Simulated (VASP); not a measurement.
Input:

```xyz
4
Lattice="4.1302 0.0000 0.0000 -2.0651 3.5768 0.0000 0.0000 0.0000 7.4005" Properties=species:S:1:pos:R:3 pbc="T T T"
Cu     2.0651     1.1923     4.3845
Cu     0.0000     2.3846     3.0160
I      0.0000     2.3846     5.5995
I      2.0651     1.1923     1.8010
```

Level of theory: r2SCAN meta-GGA, VASP's PBE PAW potentials (set 64) (plane waves; VASP). Run with 400 eV cut-off, 7×7×4 Γ-centred mesh, tetrahedra with Blöchl corrections, potentials Cu I.

Unless said otherwise, spin-orbit coupling is left out, though it shifts the bands of the heavy elements here.

Task: Estimate the energy per atom (σ→0), band gap (over mesh and band path) with the smallest direct gap where there is one.

Result: 
```
Property                                                Result
---------------------------------------------  ---------------
band gap (over mesh and band path)                     2.13 eV
smallest direct gap (over mesh and band path)          2.13 eV
energy per atom (σ→0)                          -17.902 eV/atom
```

Only differences to runs with the same potentials and settings are physical.

The structure comes from a computed database's CuI entry (P-3m1); how it stands against other phases isn't given here. It was relaxed first.
